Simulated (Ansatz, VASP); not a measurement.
**Cross-check of CsPbCl3 between VASP and Ansatz**

One calculation is typed for both programs; each brings its own data sets. How far apart do they land? The cell is taken from a series of runs on this material, whose earlier steps may have relaxed, scaled, displaced or heated it; both programs get it as it stands.

Program: Ansatz 0.2.0. Level of theory: plane waves, with VASP 6.6.1 beside it; elastic constants at LDA. Results are calculated unless marked as measured.

### Step 1. Set-up

It takes space group Pm-3m (No. 221, cubic). Conventional cell: a = 5.521 Å, b = 5.521 Å, c = 5.521 Å, α = 90.00°, β = 90.00°, γ = 90.00°. Nearest to Cs lie 12 Cl at 3.90 Å. Nearest to Pb lie 6 Cl at 2.76 Å. Nearest to Cl lie 2 Pb at 2.76 Å and 4 Cs at 3.90 Å. Farther neighbours and most contacts between anions are not listed.

As a file:

```xyz
5
Lattice="5.5210 0.0000 0.0000 0.0000 5.5210 0.0000 0.0000 0.0000 5.5210" Properties=species:S:1:pos:R:3 pbc="T T T"
Cs    0.0000    0.0000    0.0000
Pb    2.7605    2.7605    2.7605
Cl    2.7605    2.7605    0.0000
Cl    0.0000    2.7605    2.7605
Cl    2.7605    0.0000    2.7605
```

### Step 2. VASP: elastic constants, LDA

Elastic constants are differences of stresses under small strains, so they test the stress and the mesh.

Lines of VASP's logs that name or quote its potential files are left out, and so is its time.

INCAR

```
SYSTEM = CsPbCl3
PREC = Accurate
ENCUT = 500
EDIFF = 1E-08
NELM = 120
ISMEAR = 0
SIGMA = 0.02
LREAL = .FALSE.
ALGO = Normal
GGA = CA
NBANDS = 28
LORBIT = 11
LWAVE = .FALSE.
LCHARG = .FALSE.
ISIF = 3
IBRION = 6
NFREE = 2
POTIM = 0.015
NSW = 1
LASPH = .TRUE.
GGA_COMPAT = .FALSE.
EFERMI = MIDGAP
KPAR = 2
```

POSCAR

```
CsPbCl3
1.0
    5.5209646658      0.0000000000      0.0000000000
    0.0000000000      5.5209646658      0.0000000000
    0.0000000000      0.0000000000      5.5209646658
Cs Pb Cl
1 1 3
Direct
    0.0000000000      0.0000000000      0.0000000000
    0.5000000000      0.5000000000      0.5000000000
    0.5000000000      0.5000000000      0.0000000000
    0.0000000000      0.5000000000      0.5000000000
    0.5000000000      0.0000000000      0.5000000000
```

KPOINTS

```
Automatic mesh
0
Gamma
6 6 6
0 0 0
```

The projector-augmented-wave data sets are Cs_sv, Pb_d and Cl (LDA family, release 64).

On the command line:

```
> mpirun -np 2 vasp_std
```

Numbers of over 12 decimals in the logs are rounded to 6 here.

Output:

```text
[banner, memory and clock lines left out]
running    2 mpi-ranks, on    1 nodes
 distrk:  each k-point on    1 cores,    2 groups
 distr:  one band on    1 cores,    1 groups

 POSCAR found type information on POSCAR CsPbCl
 POSCAR found :  3 types and       5 ions
 LDA part: xc-table for (Slater(with rela. corr.)+CA(PZ))
 , standard interpolation
 POSCAR, INCAR and KPOINTS ok, starting setup
 FFT: planning ... GRIDC
 FFT: planning ... GRID_SOFT
 FFT: planning ... GRID
 WAVECAR not read
 entering main loop
       N       E                     dE             d eps       ncg     rms          rms(c)
DAV:   1     0.405601104819E+03    0.40560E+03   -0.19290E+04  1120   0.141E+03
DAV:   2     0.287725349818E+02   -0.37683E+03   -0.36397E+03  1324   0.327E+02
DAV:   3    -0.181326187247E+02   -0.46905E+02   -0.46196E+02  1404   0.125E+02
DAV:   4    -0.201033250283E+02   -0.19707E+01   -0.19638E+01  1512   0.309E+01
DAV:   5    -0.201674646024E+02   -0.64140E-01   -0.64083E-01  1468   0.506E+00    0.578E+00
DAV:   6    -0.194852892580E+02    0.68218E+00   -0.13935E+00  1520   0.126E+01    0.375E+00
DAV:   7    -0.194354295292E+02    0.49860E-01   -0.46876E-01  1680   0.418E+00    0.170E+00
DAV:   8    -0.194315307167E+02    0.38988E-02   -0.65708E-02  1680   0.205E+00    0.255E-01
DAV:   9    -0.194292056508E+02    0.23251E-02   -0.12232E-02  1712   0.918E-01    0.104E-01
DAV:  10    -0.194292547163E+02   -0.49065E-04   -0.10744E-03  1512   0.224E-01    0.285E-02
DAV:  11    -0.194292535138E+02    0.12024E-05   -0.79200E-05  1472   0.615E-02    0.899E-03
DAV:  12    -0.194292523966E+02    0.11173E-05   -0.14553E-05  1516   0.498E-02    0.426E-03
DAV:  13    -0.194292523937E+02    0.28813E-08   -0.17786E-06  1572   0.100E-02    0.171E-03
DAV:  14    -0.194292523373E+02    0.56389E-07   -0.21639E-07  1640   0.426E-03    0.137E-03
DAV:  15    -0.194292523362E+02    0.11464E-08   -0.11176E-08   980   0.117E-03
   1 F= -.19429252E+02 E0= -.19429252E+02  d E =0.000000E+00
[... from here on, the cycles between the ionic steps are left out ...]
   2 F= -.19421407E+02 E0= -.19421407E+02  d E =0.000000E+00
   3 F= -.19420153E+02 E0= -.19420153E+02  d E =0.000000E+00
  13 F= -.19428749E+02 E0= -.19428749E+02  d E =0.000000E+00
  14 F= -.19429251E+02 E0= -.19429251E+02  d E =0.000000E+00
  15 F= -.19429251E+02 E0= -.19429251E+02  d E =0.000000E+00
  16 F= -.19428883E+02 E0= -.19428883E+02  d E =0.000000E+00
  17 F= -.19428883E+02 E0= -.19428883E+02  d E =0.000000E+00
  18 F= -.19429253E+02 E0= -.19429253E+02  d E =0.000000E+00
  19 F= -.19429253E+02 E0= -.19429253E+02  d E =0.000000E+00
  20 F= -.19428913E+02 E0= -.19428913E+02  d E =0.000000E+00
 Finite differences progress:
  Degree of freedom:  10/ 10
  Displacement:        1/  2
  Total:              19/ 20
 bond charge predicted
       N       E                     dE             d eps       ncg     rms          rms(c)
DAV:   1    -0.194249584430E+02    0.39541E-02   -0.12593E+00  2384   0.385E+00    0.496E-01
DAV:   2    -0.194290798979E+02   -0.41215E-02   -0.43453E-02  2648   0.108E+00    0.835E-02
DAV:   3    -0.194289778227E+02    0.10208E-03   -0.11251E-03  3044   0.181E-01    0.582E-02
DAV:   4    -0.194289105116E+02    0.67311E-04   -0.44542E-04  2444   0.877E-02    0.223E-02
DAV:   5    -0.194289129958E+02   -0.24842E-05   -0.75270E-05  2556   0.413E-02    0.145E-02
DAV:   6    -0.194289139749E+02   -0.97907E-06   -0.85487E-06  2780   0.140E-02    0.723E-03
DAV:   7    -0.194289124679E+02    0.15070E-05   -0.51353E-06  2916   0.101E-02    0.122E-03
DAV:   8    -0.194289125532E+02   -0.85250E-07   -0.79153E-07  2976   0.392E-03    0.168E-03
DAV:   9    -0.194289125349E+02    0.18260E-07   -0.35771E-08  2396   0.907E-04    0.534E-04
DAV:  10    -0.194289125319E+02    0.30241E-08   -0.31512E-08  2300   0.769E-04
  21 F= -.19428913E+02 E0= -.19428913E+02  d E =0.000000E+00
 Finite differences progress:
  Degree of freedom:  10/ 10
  Displacement:        2/  2
  Total:              20/ 20
```

From OUTCAR (step 2):

```text
ion  position               nearest neighbor table
   1  0.000  0.000  0.000-
   2  0.500  0.500  0.500-   3 2.76   4 2.76   5 2.76   3 2.76   5 2.76   4 2.76
   3  0.500  0.500  0.000-   2 2.76   2 2.76
   4  0.000  0.500  0.500-   2 2.76   2 2.76
   5  0.500  0.000  0.500-   2 2.76   2 2.76

  LATTYP: Found a simple cubic cell.
 ALAT       =     5.5209646658

 Subroutine GETGRP returns: Found 48 space group operations
 (whereof 48 operations were pure point group operations)

The static configuration has the point symmetry O_h .

 Found     20 irreducible k-points:

   k-points           NKPTS =     20   k-points in BZ     NKDIM =     20   number of bands    NBANDS=     28

   dimension x,y,z NGX =    40 NGY =   40 NGZ =   40
   dimension x,y,z NGXF=    80 NGYF=   80 NGZF=   80

   ENCUT  =  500.0 eV  36.75 Ry    6.06 a.u.  10.07 10.07 10.07*2*pi/ulx,y,z

   NELECT =      44.0000    total number of electrons

 k-points in reciprocal lattice and weights: Automatic mesh
   0.00000000  0.00000000  0.00000000       0.005
   0.16666667  0.00000000  0.00000000       0.028
   0.33333333  0.00000000  0.00000000       0.028
   0.50000000  0.00000000  0.00000000       0.014
   0.16666667  0.16666667  0.00000000       0.056
   0.33333333  0.16666667  0.00000000       0.111
   0.50000000  0.16666667  0.00000000       0.056
   0.33333333  0.33333333  0.00000000       0.056
   0.50000000  0.33333333  0.00000000       0.056
[...]
0.50000000  0.50000000  0.33333333       0.028
   0.50000000  0.50000000  0.50000000       0.005

 average (electrostatic) potential at core
       1 -47.9078       2 -95.0275       3 -97.2452       4 -97.2447       5 -97.2447

 E-fermi :   2.9320

 k-point     1 :       0.0000    0.0000    0.0000
  band No.  band energies     occupation
    ...
     18      -0.8244      2.00000
     19      -0.8242      2.00000
     20      -0.6873      2.00000
     21      -0.6873      2.00000
     22      -0.6871      2.00000
     23       4.8944      0.00000
     24       5.8354      0.00000
     25       5.8355      0.00000
     26       6.8306      0.00000
     27       6.8307      0.00000
    ...

 k-point     2 :       0.1667    0.0000    0.0000
  band No.  band energies     occupation
    ...
     18      -0.8530      2.00000
     19      -0.8520      2.00000
     20      -0.7207      2.00000
     21      -0.7203      2.00000
     22      -0.6741      2.00000
     23       5.1829      0.00000
     24       6.0429      0.00000
     25       6.0525      0.00000
     26       6.9302      0.00000
     27       6.9741      0.00000
    ...

 k-point     3 :       0.3333    0.0000    0.0000
  band No.  band energies     occupation
    ...
     18      -0.9052      2.00000
     19      -0.9041      2.00000
     20      -0.7905      2.00000
     21      -0.7903      2.00000
     22      -0.2549      2.00000
     23       5.6285      0.00000
     24       6.1332      0.00000
     25       6.5537      0.00000
     26       6.6525      0.00000
     27       7.1907      0.00000
    ...

  Total        0.0084519      0.0084519      0.0136931      0.0000000      0.0000000     -0.0000000
[...]
YZ          -0.0000     -0.0000     -0.0000      0.0000     42.6974      0.0000
 ZX          -0.0000     -0.0000      0.0000      0.0000      0.0000     42.6974
 --------------------------------------------------------------------------------

 Eigenvectors and eigenvalues of the dynamical matrix
 ----------------------------------------------------

   1 f  =    4.905222 THz    30.820418 2PiTHz  163.620591 cm-1    20.286359 meV
             X         Y         Z           dx          dy          dz
      0.000000  0.000000  0.000000     0.008638    0.003991   -0.000000
      2.760482  2.760482  2.760482     0.335912    0.155208   -0.000000
      2.760482  2.760482  0.000000     0.005766    0.002664    0.000000
      0.000000  2.760482  2.760482    -0.843262    0.002664    0.000000
      2.760482  0.000000  2.760482     0.005766   -0.389630   -0.000000

   2 f  =    4.905222 THz    30.820418 2PiTHz  163.620591 cm-1    20.286359 meV
             X         Y         Z           dx          dy          dz
      0.000000  0.000000  0.000000     0.003991   -0.008638    0.000000
      2.760482  2.760482  2.760482     0.155208   -0.335912    0.000000
      2.760482  2.760482  0.000000     0.002664   -0.005766   -0.000000
      0.000000  2.760482  2.760482    -0.389630   -0.005766   -0.000000
      2.760482  0.000000  2.760482     0.002664    0.843262   -0.000000

   3 f  =    4.905222 THz    30.820418 2PiTHz  163.620591 cm-1    20.286359 meV
             X         Y         Z           dx          dy          dz
      0.000000  0.000000  0.000000    -0.000000    0.000000    0.009516
      2.760482  2.760482  2.760482    -0.000000    0.000000    0.370036
      2.760482  2.760482  0.000000    -0.000000    0.000000   -0.928925
      0.000000  2.760482  2.760482     0.000000    0.000000    0.006351
      2.760482  0.000000  2.760482    -0.000000   -0.000000    0.006351

   4 f  =    1.260090 THz     7.917381 2PiTHz   42.032087 cm-1     5.211312 meV
             X         Y         Z           dx          dy          dz
      0.000000  0.000000  0.000000    -0.076284   -0.142527    0.459114
      2.760482  2.760482  2.760482     0.096591    0.180468   -0.581330
      2.760482  2.760482  0.000000    -0.063470   -0.118586   -0.221645
      0.000000  2.760482  2.760482     0.036827   -0.118586    0.381994
      2.760482  0.000000  2.760482    -0.063470    0.068807    0.381994

   5 f  =    1.260090 THz     7.917381 2PiTHz   42.032087 cm-1     5.211312 meV
             X         Y         Z           dx          dy          dz
      0.000000  0.000000  0.000000    -0.429696    0.228648   -0.000415
      2.760482  2.760482  2.760482     0.544081   -0.289514    0.000525
      2.760482  2.760482  0.000000    -0.357517    0.190241    0.000200
      0.000000  2.760482  2.760482     0.207443    0.190241   -0.000345
      2.760482  0.000000  2.760482    -0.357517   -0.110384   -0.000345

   6 f  =    1.260090 THz     7.917381 2PiTHz   42.032087 cm-1     5.211312 meV
             X         Y         Z           dx          dy          dz
      0.000000  0.000000  0.000000    -0.215548   -0.405370   -0.161657
      2.760482  2.760482  2.760482     0.272927    0.513280    0.204690
      2.760482  2.760482  0.000000    -0.179341   -0.337277    0.078043
      0.000000  2.760482  2.760482     0.104059   -0.337277   -0.134502
      2.760482  0.000000  2.760482    -0.179341    0.195699   -0.134502

   7 f  =    0.028791 THz     0.180897 2PiTHz    0.960354 cm-1     0.119069 meV
             X         Y         Z           dx          dy          dz
      0.000000  0.000000  0.000000     0.006767    0.007211    0.516138
      2.760482  2.760482  2.760482     0.009044    0.009638    0.689836
      2.760482  2.760482  0.000000     0.003896    0.004152    0.284146
      0.000000  2.760482  2.760482     0.003725    0.004152    0.297172
      2.760482  0.000000  2.760482     0.003896    0.003970    0.297172

   8 f  =    0.028791 THz     0.180897 2PiTHz    0.960354 cm-1     0.119069 meV
             X         Y         Z           dx          dy          dz
      0.000000  0.000000  0.000000    -0.296464   -0.422503    0.009789
      2.760482  2.760482  2.760482    -0.396235   -0.564690    0.013084
      2.760482  2.760482  0.000000    -0.170693   -0.243261    0.005389
      0.000000  2.760482  2.760482    -0.163210   -0.243261    0.005636
      2.760482  0.000000  2.760482    -0.170693   -0.232598    0.005636

   9 f  =    0.028791 THz     0.180897 2PiTHz    0.960354 cm-1     0.119069 meV
             X         Y         Z           dx          dy          dz
      0.000000  0.000000  0.000000     0.422563   -0.296538   -0.001397
      2.760482  2.760482  2.760482     0.564769   -0.396333   -0.001867
      2.760482  2.760482  0.000000     0.243295   -0.170735   -0.000769
      0.000000  2.760482  2.760482     0.232630   -0.170735   -0.000804
      2.760482  0.000000  2.760482     0.243295   -0.163251   -0.000804

  10 f/i=    0.538036 THz     3.380582 2PiTHz   17.946958 cm-1     2.225138 meV
             X         Y         Z           dx          dy          dz
      0.000000  0.000000  0.000000     0.000000   -0.000000    0.000000
      2.760482  2.760482  2.760482    -0.000000   -0.000000   -0.000000
      2.760482  2.760482  0.000000    -0.702102   -0.018568   -0.000000
      0.000000  2.760482  2.760482    -0.000000    0.018568   -0.081901
      2.760482  0.000000  2.760482     0.702102   -0.000000    0.081901

  11 f/i=    0.538036 THz     3.380582 2PiTHz   17.946958 cm-1     2.225138 meV
             X         Y         Z           dx          dy          dz
      0.000000  0.000000  0.000000    -0.000000    0.000000   -0.000000
      2.760482  2.760482  2.760482    -0.000000   -0.000000   -0.000000
      2.760482  2.760482  0.000000     0.081428    0.018142   -0.000000
      0.000000  2.760482  2.760482    -0.000000   -0.018142   -0.702168
      2.760482  0.000000  2.760482    -0.081428   -0.000000    0.702168

  12 f/i=    0.538036 THz     3.380582 2PiTHz   17.946958 cm-1     2.225138 meV
             X         Y         Z           dx          dy          dz
      0.000000  0.000000  0.000000     0.000000   -0.000000    0.000000
      2.760482  2.760482  2.760482     0.000000   -0.000000    0.000000
      2.760482  2.760482  0.000000    -0.020540    0.706630    0.000000
      0.000000  2.760482  2.760482     0.000000   -0.706630    0.015875
      2.760482  0.000000  2.760482     0.020540   -0.000000   -0.015875

  13 f/i=    0.832805 THz     5.232669 2PiTHz   27.779388 cm-1     3.444204 meV
             X         Y         Z           dx          dy          dz
      0.000000  0.000000  0.000000     0.147305   -0.006865   -0.689020
      2.760482  2.760482  2.760482    -0.017717    0.000826    0.082871
      2.760482  2.760482  0.000000    -0.104026    0.004848    0.032607
      0.000000  2.760482  2.760482    -0.006971    0.004848    0.486581
      2.760482  0.000000  2.760482    -0.104026    0.000325    0.486581

  14 f/i=    0.832805 THz     5.232669 2PiTHz   27.779388 cm-1     3.444204 meV
             X         Y         Z           dx          dy          dz
      0.000000  0.000000  0.000000     0.072307    0.700853    0.008476
      2.760482  2.760482  2.760482    -0.008697   -0.084294   -0.001019
      2.760482  2.760482  0.000000    -0.051063   -0.494937   -0.000401
      0.000000  2.760482  2.760482    -0.003422   -0.494937   -0.005986
      2.760482  0.000000  2.760482    -0.051063   -0.033167   -0.005986

  15 f/i=    0.832805 THz     5.232669 2PiTHz   27.779388 cm-1     3.444204 meV
             X         Y         Z           dx          dy          dz
      0.000000  0.000000  0.000000    -0.685250    0.072478   -0.147221
      2.760482  2.760482  2.760482     0.082417   -0.008717    0.017707
      2.760482  2.760482  0.000000     0.483918   -0.051183    0.006967
      0.000000  2.760482  2.760482     0.032429   -0.051183    0.103966
      2.760482  0.000000  2.760482     0.483918   -0.003430    0.103966

 ELASTIC MODULI CONTR FROM IONIC RELAXATION (kBar)
 Direction    XX          YY          ZZ          XY          YZ          ZX
 --------------------------------------------------------------------------------
 XX           0.0000      0.0000      0.0000      0.0000      0.0000      0.0000
 YY           0.0000      0.0000      0.0000      0.0000      0.0000      0.0000
 ZZ           0.0000      0.0000      0.0000      0.0000      0.0000      0.0000
 XY           0.0000      0.0000      0.0000      0.0000      0.0000      0.0000
 YZ           0.0000      0.0000      0.0000      0.0000      0.0000      0.0000
 ZX           0.0000      0.0000      0.0000      0.0000      0.0000      0.0000
 --------------------------------------------------------------------------------

 TOTAL ELASTIC MODULI (kBar)
 Direction    XX          YY          ZZ          XY          YZ          ZX
 --------------------------------------------------------------------------------
 XX         717.8208     89.8668     89.8668     -0.0000     -0.0000     -0.0000
 YY          89.8668    717.8208     89.8668      0.0000     -0.0000     -0.0000
 ZZ          89.8668     89.8668    717.8208     -0.0000     -0.0000      0.0000
 XY          -0.0000      0.0000     -0.0000     42.6974      0.0000      0.0000
 YZ          -0.0000     -0.0000     -0.0000      0.0000     42.6974      0.0000
 ZX          -0.0000     -0.0000      0.0000      0.0000      0.0000     42.6974
 --------------------------------------------------------------------------------

 total charge
# of ion       s       p       d       tot
------------------------------------------
    1        1.826   4.685   0.015   6.526
    2        1.513   0.492   9.863  11.867
    3        1.598   3.502   0.000   5.100
    4        1.598   3.502   0.000   5.100
    5        1.598   3.502   0.000   5.100
--------------------------------------------------
tot          8.133  15.682   9.877  33.692

[... 3 further parts left out ...]
```

CONTCAR:

```
CsPbCl3
   1.00000000000000
     5.5209646658000002    0.0000000000000000    0.0000000000000000
     0.0000000000000000    5.5209646658000002    0.0000000000000000
     0.0000000000000000    0.0000000000000000    5.5209646658000002
  Cs              Pb              Cl
     1     1     3
Direct
     0.0000000000000000    0.0000000000000000    0.0000000000000000
     0.5000000000000000    0.5000000000000000    0.5000000000000000
     0.4999999999999999    0.4999999999999999   -0.0027169165006468
     0.0000000000000000    0.5000000000000000    0.5000000000000000
     0.5000000000000000    0.0000000000000000    0.5000000000000000
```

With imaginary modes the cell is no minimum, so the ionic parts of its dielectric, piezoelectric and elastic tensors have no meaning.

Levels, forces or a CONTCAR printed for this step are those of its last displaced cell, not of the structure at rest.

[end of part 1 of 2]

[Lines on the potential files, build, host, timing and source positions are cut from VASP's logs without a mark.]

[Logs are printed without paths, hosts, clocks, repeated set-up lines and the standing remarks that a program may print on its own settings, such as how far it seeks lower states.]

[Hosts, paths, dates, database ids (printed as entryN), source tags and the programs' standing remarks are cut or masked in the printed files.]
